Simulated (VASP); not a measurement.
Given:

```
CELL_PARAMETERS angstrom
      0.00000     3.30635     3.30635
      3.30635     0.00000     3.30635
      3.30635     3.30635     0.00000
ATOMIC_POSITIONS crystal
  Cd 0.00000 0.00000 0.00000
  Te 0.25000 0.25000 0.25000
```

The numbers are results of TPSS meta-GGA, VASP's PBE PAW potentials (set 64) (plane waves; VASP), not measurements. Run with 520 eV cut-off, 6×6×6 Γ-centred mesh, Gaussian smearing of 0.050 eV, potentials Cd Te.

Unless said otherwise, spin-orbit coupling is left out, though it shifts the bands of the heavy elements here.

Q: Predict the energy per atom (σ→0), band gap (on the k-mesh) with the smallest direct gap where there is one.

A: 
| Quantity | Result |
|---|---|
| band gap (on the k-mesh) | 0.81 eV |
| smallest direct gap (on the k-mesh) | 0.81 eV |
| energy per atom (σ→0) | -10.468 eV/atom |

The compound is CdTe in the zinc blende structure. It was relaxed first, which changed the volume by +6 %. The start is the result of an earlier pass.
